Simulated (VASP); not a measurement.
Here is the system:

```
CELL_PARAMETERS angstrom
      0.00000     2.94775     2.94775
      2.94775     0.00000     2.94775
      2.94775     2.94775     0.00000
ATOMIC_POSITIONS crystal
  Na 0.00000 0.00000 0.00000
  Cl 0.50000 0.50000 0.50000
```

Calculation: RPBE GGA, VASP's PBE PAW potentials (set 64) (plane waves; VASP 6.6.1). Numerical set-up: 520 eV cut-off, 8×8×8 Γ-centred mesh, Gaussian smearing of 0.050 eV, potentials Na_pv Cl.

### Question
Estimate the energy per atom (σ→0), band gap (on the k-mesh) with the smallest direct gap where there is one.

### Answer

```json
{
 "band gap (on the k-mesh)": "4.96 eV",
 "smallest direct gap (on the k-mesh)": "4.96 eV",
 "energy per atom (σ→0)": "-3.231 eV/atom"
}
```

Only differences to runs with the same potentials and settings are physical.

The compound is NaCl in the rock salt structure. This cell is one point of a volume scan, at 1.03 of the reference volume.
